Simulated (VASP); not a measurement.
Output of a VASP run:

File OSZICAR:
```
       N       E                     dE             d eps       ncg     rms          rms(c)
DAV:   1     0.121428235274E+03    0.12143E+03   -0.11401E+04  1722   0.105E+03
DAV:   2    -0.293143740296E+02   -0.15074E+03   -0.14383E+03  2476   0.198E+02
DAV:   3    -0.392362900007E+02   -0.99219E+01   -0.98738E+01  2140   0.571E+01
DAV:   4    -0.394250599069E+02   -0.18877E+00   -0.18832E+00  2279   0.920E+00
DAV:   5    -0.394283636009E+02   -0.33037E-02   -0.33020E-02  2095   0.119E+00    0.782E+00
DAV:   6    -0.389744685524E+02    0.45390E+00   -0.32499E-01  2102   0.277E+00    0.489E+00
DAV:   7    -0.388050882997E+02    0.16938E+00   -0.47793E-01  2040   0.346E+00    0.765E-01
DAV:   8    -0.388038080706E+02    0.12802E-02   -0.19957E-02  2128   0.851E-01    0.383E-01
DAV:   9    -0.388035599403E+02    0.24813E-03   -0.37077E-03  2095   0.329E-01    0.914E-02
DAV:  10    -0.388035971829E+02   -0.37243E-04   -0.15142E-04  2118   0.789E-02    0.542E-02
DAV:  11    -0.388036494042E+02   -0.52221E-04   -0.64919E-05  2074   0.482E-02    0.146E-02
DAV:  12    -0.388036542839E+02   -0.48797E-05   -0.57665E-06  2146   0.176E-02    0.108E-02
DAV:  13    -0.388036549104E+02   -0.62651E-06   -0.47020E-06  2251   0.126E-02    0.388E-03
DAV:  14    -0.388036550972E+02   -0.18672E-06   -0.90732E-07  2087   0.559E-03    0.209E-03
DAV:  15    -0.388036551618E+02   -0.64641E-07   -0.77196E-08  1346   0.176E-03
   1 F= -.38803655E+02 E0= -.38803655E+02  d E =0.000000E+00
```

### OUTCAR
```
------------------------ aborting loop because EDIFF is reached ----------------------------------------
  FORCE on cell =-STRESS in cart. coord.  units (eV):
  Direction    XX          YY          ZZ          XY          YZ          ZX
  --------------------------------------------------------------------------------------
  Total       -0.0199957     -0.0199957     -0.0199957      0.0239736     -0.0239736     -0.0239736
  in kB       -0.2468094     -0.2468094     -0.2468094      0.2959090     -0.2959090     -0.2959090
  external PRESSURE =      -0.2468094 kB  Pullay stress =       0.0000000 kB
  volume of cell :      129.80
      direct lattice vectors                 reciprocal lattice vectors
     0.000000000  2.532656133  2.532656133    -0.197502117  0.197340273  0.197502117
     2.532656133  0.000000000  2.532656133     0.197340273 -0.197502117  0.197502117
    10.122329780 10.122329780  0.008294751     0.049415990  0.049415990 -0.049415990
 POSITION                                       TOTAL-FORCE (eV/Angst)
 -----------------------------------------------------------------------------------
     10.06673     10.06673      0.06389        -0.007284     -0.007284      0.007284
      2.51409      2.51409      0.01856        -0.006989     -0.006989      0.006989
      7.61001      7.61001      5.05327        -0.000707     -0.000707      0.000707
     10.18041     10.18041      5.01552        -0.004649     -0.004649      0.004649
      1.23307      1.23307      1.29958         0.000435      0.000435     -0.000435
      3.79554      3.79554      1.26977         0.008653      0.008653     -0.008653
      6.36031      6.36031      1.23765         0.003511      0.003511     -0.003511
      8.85769      8.85769      1.27294         0.007030      0.007030     -0.007030
 -----------------------------------------------------------------------------------
    total drift:                                0.000003      0.000003     -0.000001
  FREE ENERGIE OF THE ION-ELECTRON SYSTEM (eV)
  ---------------------------------------------------
  free  energy   TOTEN  =       -38.8036551618 eV

  energy  without entropy=      -38.8036551618  energy(sigma->0) =      -38.80365516

 total charge

# of ion       s       p       d       tot
------------------------------------------
    1        0.387   0.645   0.000   1.032
    2        0.385   0.634   0.000   1.019
    3        0.385   0.634   0.000   1.018
    4        0.365   0.582   0.000   0.947
    5        1.425   2.533   0.033   3.991
    6        1.425   2.532   0.034   3.991
    7        1.425   2.532   0.033   3.991
    8        1.300   2.472   0.000   3.772
--------------------------------------------------
tot          7.097  12.564   0.100  19.762

 Electric field gradients after diagonalization (V/A^2)
 (convention: |V_zz| > |V_xx| > |V_yy|)
----------------------------------------------------------------------
 ion       V_xx      V_yy      V_zz     asymmetry (V_yy - V_xx)/ V_zz
----------------------------------------------------------------------
   1       0.360     0.360    -0.720       0.000
   2      -0.098    -0.098     0.197       0.000
   3      -0.074    -0.074     0.148       0.000
   4      -0.111    -0.111     0.221       0.000
   5      -6.407    -6.406    12.813       0.000
   6      -6.608    -6.607    13.215       0.000
   7      -5.697    -5.697    11.394       0.000
   8       8.924     8.924   -17.849       0.000
```
(Selected blocks of OUTCAR.)

**POSCAR**
```
Be4SSe3
1
   -0.0000000000     2.5326561328     2.5326561328
    2.5326561328    -0.0000000000     2.5326561328
   10.1223297802    10.1223297802     0.0082947509
Be Se S
4 3 1
Direct
  0.0109897933   0.0109897933   0.9917576550
  0.0032591793   0.0032591793   0.2475556155
  0.9967997770   0.9967997770   0.5024001672
  0.9889288927   0.9889288927   0.7583033305
  0.2564709733   0.2564709733   0.0576467701
  0.2501675012   0.2501675012   0.3123743741
  0.2434100799   0.2434100799   0.5674424401
  0.2499738034   0.2499738034   0.8125196474
```

**Question.** Reconstruct the remaining input files.

**Answer.** One answer among several that fit: the input of the run itself, PBEsol GGA, plane waves, VASP's PBE PAW potentials (set 64).

### INCAR
```
SYSTEM = Be4SSe3
PREC = Accurate
ENCUT = 400
EDIFF = 1E-7
NELM = 100
ALGO = Normal
LREAL = .FALSE.
LASPH = .TRUE.
ISMEAR = -5
GGA = PS
LMAXMIX = 4
LWAVE = .FALSE.
LCHARG = .TRUE.
LORBIT = 11
NEDOS = 601
ISIF = 2
LEFG = .TRUE.
```

**KPOINTS**
```
Automatic mesh
0
Gamma
8 8 3
0 0 0
```

POTCAR, in this order: Be Se S (PBE.64 set). Program: vasp_std.

The structure was generated: Be4SSe3 was put into an ordered model structure (R3m), which need not be its known phase. It was relaxed first.
